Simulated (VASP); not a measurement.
Given:

```
CELL_PARAMETERS angstrom
      4.62713     0.00000     0.00000
      0.00000     6.54375     0.00000
      0.00000     0.00000    24.17163
ATOMIC_POSITIONS crystal
  Rb 0.00000 0.00000 0.35643
  Rb 0.50000 0.50000 0.45214
  Rb 0.00000 0.00000 0.54786
  Rb 0.50000 0.50000 0.64357
  Cl 0.50000 0.00000 0.45214
  Cl 0.00000 0.50000 0.35643
  Cl 0.50000 0.00000 0.64357
  Cl 0.00000 0.50000 0.54786
```

Method: PBEsol GGA, VASP's PBE PAW potentials (set 64) (plane waves; VASP). Settings: PREC = Normal, EDIFF = 1E-5, 400 eV cut-off, 5×3×1 Γ-centred mesh, Gaussian smearing of 0.050 eV, potentials Rb_sv Cl.

Task: The ions are relaxed. Predict the relaxed structure.

Result: 
```
CELL_PARAMETERS angstrom
      4.62713     0.00000     0.00000
      0.00000     6.54375     0.00000
      0.00000     0.00000    24.17163
ATOMIC_POSITIONS crystal
  Rb 0.00000 0.00000 0.35942
  Rb 0.50000 0.50000 0.44915
  Rb 0.00000 0.00000 0.55085
  Rb 0.50000 0.50000 0.64058
  Cl 0.50000 0.00000 0.44891
  Cl 0.00000 0.50000 0.35823
  Cl 0.50000 0.00000 0.64177
  Cl 0.00000 0.50000 0.55109
```

Task: How much energy does the relaxation gain?

Result: The energy (σ→0) changes by -5.5 meV/atom, in 6 ionic steps.

The cell is a thin slab with vacuum, built from RbCl (rock salt): (110) face.
